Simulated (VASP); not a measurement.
```
Sc
1.0
    1.68810    -2.92387     0.00000
    1.68810     2.92387     0.00000
    0.00000     0.00000     5.37540
Sc
2
Direct
  0.33333   0.66667   0.25000
  0.66667   0.33333   0.75000
```

The base run (VASP): PBE GGA, plane waves, VASP's PBE PAW potentials (set 64). Numerical set-up: 400 eV cut-off, 11×11×6 Γ-centred mesh, first-order Methfessel-Paxton smearing of 0.10 eV, potentials Sc_sv.

One setting is varied; ΔE counts from the base run. The base run took about 10 core-seconds. Costs are core time on shared hosts, one run each; read them as rough ratios.

```csv
setting,cost over the base run,electronic steps,ΔE (meV/atom)
"AMIX = 1.0, BMIX = 3.0, IMIX = 1",within a factor of 2,13,0.0
"AMIX = 0.05, BMIX = 0.0001, IMIX = 4",within a factor of 2,14,0.0
base run,reference,13,0.0
"AMIX = 0.6, BMIX = 3.0, IMIX = 1",within a factor of 2,19,0.0
"AMIX = 0.1, BMIX = 1.0, IMIX = 1",about 3 times,51,0.0
"AMIX = 0.05, BMIX = 0.0001, IMIX = 1",?,?,0.0
```

**Question.** Some entries are withheld; supply them.

**Answer.** 
- AMIX = 0.05, BMIX = 0.0001, IMIX = 1, cost over the base run: about 5 times
- AMIX = 0.05, BMIX = 0.0001, IMIX = 1, electronic steps: 85

Left out are runs that failed, have no time on record or changed the cell.

The compound is Sc in the hcp structure. The cell was not relaxed at this level.
